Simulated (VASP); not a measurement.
A cell of SmB2 (relaxed from the MoSi2 structure, space group I4/mmm) near equilibrium:

```xyz
3
Lattice="-1.8950 1.8950 3.3456 1.8950 -1.8950 3.3456 1.8950 1.8950 -3.3456" Properties=species:S:1:pos:R:3 pbc="T T T"
Sm     0.0000     0.0000     0.0000
B      0.0000     0.0000     2.5680
B      0.0000     0.0000     4.1233
```

Computed with PBEsol GGA, VASP's PBE PAW potentials (set 64) (plane waves; VASP 6.6.1).

The 4f electrons are frozen in the core of the lanthanide potential, so 4f levels, which can set the real gap, and their magnetism are missing.

```csv
run,ΔE (meV/atom),σxx,σyy,σzz,"largest shear component, with its sign (GPa)",largest force (eV/Å)
as it is,0.0,-0.14,-0.14,-0.15,0.00,0.016
after one change,20.7,1.25,0.23,-0.16,0.00,0.852
```
Stress is in GPa, positive when the cell is compressed.

Question: Which change was made?
A. atom 2 (B) moved by 0.150 Å along y
B. isotropic strain of -4.0 %
C. atom 1 (Sm) moved by 0.150 Å along y
D. isotropic strain of +1.5 % with the ions relaxed

Answer: C, atom 1 (Sm) moved by 0.150 Å along y

The structure was generated: SmB2 was put into the MoSi2 type (I4/mmm), which need not be its known phase. The electron count is odd and the run is not spin-polarised, which forces a metal.
